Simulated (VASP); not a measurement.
Method: PBE GGA, VASP's PBE PAW potentials (set 64) (plane waves; VASP 6.6.1).

VASP input:

**POSCAR**
```
RuSe
1
    3.3300590000     0.0000000000     0.0000000000
   -1.6650300000     2.8839160000     0.0000000000
    0.0000000000     0.0000000000     3.2499730000
Ru Se
1 1
Direct
  0.0000000000   0.0000000000   0.0000000000
  0.6666670000   0.3333330000   0.5000000000
```

File KPOINTS:
```
Automatic mesh
0
Gamma
8 8 7
0 0 0
```

### INCAR
```
SYSTEM  =  RuSe
PREC  =  Accurate; ENCUT  =  400; LREAL  =  .FALSE.
LASPH  =  .TRUE.
EDIFF  =  1E-6; NELM  =  100; ALGO  =  Normal
IMIX  =  1; AMIX  =  1.0; BMIX  =  1.0
LMAXMIX  =  4
ISMEAR  =  0; SIGMA  =  0.05
GGA  =  PE
ISIF  =  2
LWAVE  =  .FALSE.; LCHARG  =  .FALSE.
```

POTCAR, in this order: Ru_pv Se (PBE.64 set). Program: vasp_std.

What VASP printed:

**OSZICAR**
```
       N       E                     dE             d eps       ncg     rms          rms(c)
DAV:   1     0.121190642466E+03    0.12119E+03   -0.10051E+04  1168   0.113E+03
DAV:   2    -0.908927659440E+01   -0.13028E+03   -0.12799E+03  1360   0.317E+02
DAV:   3    -0.120404623829E+02   -0.29512E+01   -0.29327E+01  1312   0.494E+01
DAV:   4    -0.120640178948E+02   -0.23556E-01   -0.23551E-01  1368   0.439E+00
DAV:   5    -0.120645900097E+02   -0.57211E-03   -0.57211E-03  1406   0.551E-01    0.138E+01
DAV:   6    -0.124812638360E+02   -0.41667E+00   -0.39805E+00  1156   0.218E+01    0.588E+00
DAV:   7    -0.162189145307E+02   -0.37377E+01   -0.32049E+01  1162   0.561E+01    0.151E+01
DAV:   8    -0.387957923510E+02   -0.22577E+02   -0.16069E+02  1132   0.132E+02    0.704E+01
DAV:   9    -0.147643229738E+03   -0.10885E+03   -0.15187E+03  1450   0.352E+02    0.749E+01
DAV:  10    -0.308301411378E+03   -0.16066E+03   -0.40848E+03  1736   0.656E+02    0.961E+02
DAV:  11    -0.626837610393E+03   -0.31854E+03   -0.10474E+04  1612   0.614E+02    0.962E+02
DAV:  12    -0.864035778964E+03   -0.23720E+03   -0.15023E+04  1826   0.743E+02    0.110E+03
DAV:  13    -0.660340373001E+03    0.20370E+03   -0.12528E+04  1606   0.619E+02    0.110E+03
DAV:  14    -0.825671739665E+03   -0.16533E+03   -0.14485E+04  1854   0.762E+02    0.111E+03
DAV:  15    -0.674552422084E+03    0.15112E+03   -0.12664E+04  1646   0.615E+02    0.112E+03
DAV:  16    -0.856774487047E+03   -0.18222E+03   -0.15189E+04  1844   0.735E+02    0.110E+03
DAV:  17    -0.670358737086E+03    0.18642E+03   -0.12679E+04  1658   0.618E+02    0.110E+03
DAV:  18    -0.839739688282E+03   -0.16938E+03   -0.14963E+04  1822   0.763E+02    0.111E+03
DAV:  19    -0.671896258908E+03    0.16784E+03   -0.12656E+04  1662   0.617E+02    0.111E+03
DAV:  20    -0.843687490213E+03   -0.17179E+03   -0.15193E+04  1826   0.754E+02    0.110E+03
DAV:  21    -0.660442174462E+03    0.18325E+03   -0.12491E+04  1626   0.616E+02    0.110E+03
DAV:  22    -0.834477423765E+03   -0.17404E+03   -0.14757E+04  1848   0.775E+02    0.111E+03
DAV:  23    -0.675755091294E+03    0.15872E+03   -0.12693E+04  1670   0.618E+02    0.111E+03
DAV:  24    -0.852422709192E+03   -0.17667E+03   -0.15212E+04  1864   0.753E+02    0.111E+03
DAV:  25    -0.674213483704E+03    0.17821E+03   -0.12676E+04  1680   0.616E+02    0.111E+03
DAV:  26    -0.841390872910E+03   -0.16718E+03   -0.15034E+04  1854   0.766E+02    0.110E+03
DAV:  27    -0.667174968220E+03    0.17422E+03   -0.12593E+04  1668   0.616E+02    0.110E+03
DAV:  28    -0.845073965776E+03   -0.17790E+03   -0.15085E+04  1824   0.764E+02    0.110E+03
DAV:  29    -0.665803170138E+03    0.17927E+03   -0.12581E+04  1650   0.617E+02    0.109E+03
DAV:  30    -0.835508214880E+03   -0.16971E+03   -0.14878E+04  1842   0.767E+02    0.110E+03
DAV:  31    -0.672981838183E+03    0.16253E+03   -0.12654E+04  1668   0.619E+02    0.110E+03
DAV:  32    -0.841215673450E+03   -0.16823E+03   -0.15000E+04  1862   0.767E+02    0.109E+03
DAV:  33    -0.668082257545E+03    0.17313E+03   -0.12594E+04  1636   0.618E+02    0.109E+03
DAV:  34    -0.835549189199E+03   -0.16747E+03   -0.14925E+04  1860   0.770E+02    0.111E+03
DAV:  35    -0.674680240862E+03    0.16087E+03   -0.12694E+04  1652   0.618E+02    0.111E+03
DAV:  36    -0.847011838566E+03   -0.17233E+03   -0.15128E+04  1828   0.759E+02    0.110E+03
DAV:  37    -0.661561094712E+03    0.18545E+03   -0.12505E+04  1576   0.617E+02    0.110E+03
DAV:  38    -0.808012954125E+03   -0.14645E+03   -0.14338E+04  1802   0.787E+02    0.111E+03
DAV:  39    -0.679140409031E+03    0.12887E+03   -0.12733E+04  1704   0.617E+02    0.111E+03
DAV:  40    -0.859232042578E+03   -0.18009E+03   -0.15389E+04  1864   0.751E+02    0.110E+03
DAV:  41    -0.672287533214E+03    0.18694E+03   -0.12646E+04  1644   0.618E+02    0.110E+03
DAV:  42    -0.829490077628E+03   -0.15720E+03   -0.14802E+04  1864   0.769E+02    0.110E+03
DAV:  43    -0.660391756851E+03    0.16910E+03   -0.12490E+04  1680   0.615E+02    0.110E+03
DAV:  44    -0.837472677345E+03   -0.17708E+03   -0.14969E+04  1818   0.777E+02    0.109E+03
DAV:  45    -0.664002923078E+03    0.17347E+03   -0.12520E+04  1624   0.617E+02    0.109E+03
DAV:  46    -0.828737123231E+03   -0.16473E+03   -0.14677E+04  1832   0.769E+02    0.110E+03
DAV:  47    -0.666965095393E+03    0.16177E+03   -0.12558E+04  1684   0.615E+02    0.110E+03
DAV:  48    -0.846112191280E+03   -0.17915E+03   -0.15122E+04  1854   0.764E+02    0.111E+03
DAV:  49    -0.668647901385E+03    0.17746E+03   -0.12661E+04  1674   0.617E+02    0.110E+03
DAV:  50    -0.835634462539E+03   -0.16699E+03   -0.14952E+04  1832   0.768E+02    0.110E+03
DAV:  51    -0.669669966279E+03    0.16596E+03   -0.12637E+04  1670   0.616E+02    0.110E+03
DAV:  52    -0.844760065998E+03   -0.17509E+03   -0.15148E+04  1864   0.761E+02    0.110E+03
DAV:  53    -0.668636588209E+03    0.17612E+03   -0.12574E+04  1666   0.618E+02    0.110E+03
DAV:  54    -0.846110148813E+03   -0.17747E+03   -0.15197E+04  1870   0.766E+02    0.110E+03
DAV:  55    -0.660355787327E+03    0.18575E+03   -0.12519E+04  1636   0.618E+02    0.110E+03
DAV:  56    -0.827499700714E+03   -0.16714E+03   -0.14821E+04  1830   0.778E+02    0.111E+03
DAV:  57    -0.671270050904E+03    0.15623E+03   -0.12649E+04  1654   0.618E+02    0.111E+03
DAV:  58    -0.844385409455E+03   -0.17312E+03   -0.15068E+04  1858   0.758E+02    0.110E+03
DAV:  59    -0.666684578729E+03    0.17770E+03   -0.12607E+04  1644   0.620E+02    0.110E+03
DAV:  60    -0.832408134197E+03   -0.16572E+03   -0.14804E+04  1840   0.775E+02    0.111E+03
DAV:  61    -0.667961253078E+03    0.16445E+03   -0.12605E+04  1644   0.617E+02    0.111E+03
DAV:  62    -0.832990669828E+03   -0.16503E+03   -0.14809E+04  1842   0.771E+02    0.111E+03
DAV:  63    -0.667890429819E+03    0.16510E+03   -0.12585E+04  1636   0.616E+02    0.111E+03
DAV:  64    -0.829288346212E+03   -0.16140E+03   -0.14810E+04  1826   0.775E+02    0.110E+03
DAV:  65    -0.672442954312E+03    0.15685E+03   -0.12628E+04  1678   0.619E+02    0.110E+03
DAV:  66    -0.846111376396E+03   -0.17367E+03   -0.15122E+04  1826   0.759E+02    0.109E+03
DAV:  67    -0.667224830268E+03    0.17889E+03   -0.12642E+04  1650   0.618E+02    0.109E+03
DAV:  68    -0.837778509694E+03   -0.17055E+03   -0.14847E+04  1834   0.770E+02    0.110E+03
DAV:  69    -0.673157322398E+03    0.16462E+03   -0.12651E+04  1660   0.619E+02    0.110E+03
DAV:  70    -0.887858992307E+03   -0.21470E+03   -0.15458E+04  1852   0.768E+02    0.108E+03
DAV:  71    -0.648112957274E+03    0.23975E+03   -0.12437E+04  1650   0.618E+02    0.108E+03
DAV:  72    -0.812537194409E+03   -0.16442E+03   -0.14390E+04  1830   0.792E+02    0.111E+03
DAV:  73    -0.676980398012E+03    0.13556E+03   -0.12724E+04  1662   0.618E+02    0.111E+03
DAV:  74    -0.980307873591E+03   -0.30333E+03   -0.16526E+04  1842   0.752E+02    0.109E+03
DAV:  75    -0.644375473436E+03    0.33593E+03   -0.12544E+04  1602   0.627E+02    0.109E+03
DAV:  76    -0.922985673956E+03   -0.27861E+03   -0.15479E+04  1818   0.804E+02    0.111E+03
DAV:  77    -0.661716747287E+03    0.26127E+03   -0.12662E+04  1674   0.625E+02    0.111E+03
DAV:  78    -0.937747623811E+03   -0.27603E+03   -0.15742E+04  1850   0.775E+02    0.110E+03
DAV:  79    -0.661056793280E+03    0.27669E+03   -0.12683E+04  1680   0.627E+02    0.110E+03
DAV:  80    -0.960361404013E+03   -0.29930E+03   -0.15821E+04  1860   0.778E+02    0.109E+03
DAV:  81    -0.655318946473E+03    0.30504E+03   -0.12608E+04  1628   0.625E+02    0.109E+03
DAV:  82    -0.257946446901E+04   -0.19241E+04   -0.31965E+04  1844   0.786E+02    0.106E+03
DAV:  83    -0.614221197161E+03    0.19652E+04   -0.12366E+04  1646   0.634E+02    0.106E+03
DAV:  84    -0.389968800582E+04   -0.32855E+04   -0.42945E+04  1844   0.835E+02    0.106E+03
DAV:  85    -0.600398672130E+03    0.32993E+04   -0.12074E+04  1704   0.630E+02    0.106E+03
DAV:  86    -0.910561534886E+04   -0.85052E+04   -0.60808E+04  1852   0.839E+02    0.109E+03
DAV:  87    -0.568653724684E+03    0.85370E+04   -0.11965E+04  1586   0.642E+02    0.109E+03
DAV:  88    -0.391200374026E+04   -0.33434E+04   -0.36723E+04  1844   0.886E+02    0.109E+03
```

### stdout
```
...
 WARNING: Sub-Space-Matrix is not hermitian in DAV            5
  0.198769941080107
 WARNING: Sub-Space-Matrix is not hermitian in DAV            6
 -3.630985925308462E-002
 WARNING: Sub-Space-Matrix is not hermitian in DAV            7
  -1.32482161572233
 WARNING: Sub-Space-Matrix is not hermitian in DAV            8
   2.52763342303025
 WARNING: Sub-Space-Matrix is not hermitian in DAV            9
   44.1045250044644
 WARNING: Sub-Space-Matrix is not hermitian in DAV           10
  -7.44985086976727
 WARNING: Sub-Space-Matrix is not hermitian in DAV           11
  0.310975410598697
 WARNING: Sub-Space-Matrix is not hermitian in DAV           12
  0.971579729494282
 WARNING: Sub-Space-Matrix is not hermitian in DAV           13
 -0.103761796955260
 WARNING: Sub-Space-Matrix is not hermitian in DAV           14
 -0.795002086780313
 WARNING: Sub-Space-Matrix is not hermitian in DAV           15
   6.74915805520973
 WARNING: Sub-Space-Matrix is not hermitian in DAV           16
  -5.11013133532790

 -----------------------------------------------------------------------------
|                                                                             |
|     EEEEEEE  RRRRRR   RRRRRR   OOOOOOO  RRRRRR      ###     ###     ###     |
|     E        R     R  R     R  O     O  R     R     ###     ###     ###     |
|     E        R     R  R     R  O     O  R     R     ###     ###     ###     |
|     EEEEE    RRRRRR   RRRRRR   O     O  RRRRRR       #       #       #      |
|     E        R   R    R   R    O     O  R   R                               |
|     E        R    R   R    R   O     O  R    R      ###     ###     ###     |
|     EEEEEEE  R     R  R     R  OOOOOOO  R     R     ###     ###     ###     |
|                                                                             |
|     EDDAV: Call to ZHEGV failed. Returncode = 9 2 16                        |
|                                                                             |
|       ---->  I REFUSE TO CONTINUE WITH THIS SICK JOB ... BYE!!! <----       |
|                                                                             |
 -----------------------------------------------------------------------------
```

VASP stops with an error: EDDAV: Call to ZHEGV failed. Returncode = 9 2 16 ----> I REFUSE TO CONTINUE WITH THIS SICK JOB ... BYE!!! <----

The structure was generated: RuSe was put into the WC type (P-6m2), which need not be its known phase. The cell was not relaxed at this level. The run is one of a series of settings (AMIX = 1.0, BMIX = 1.0, IMIX = 1 against the base run), some of them coarse on purpose.
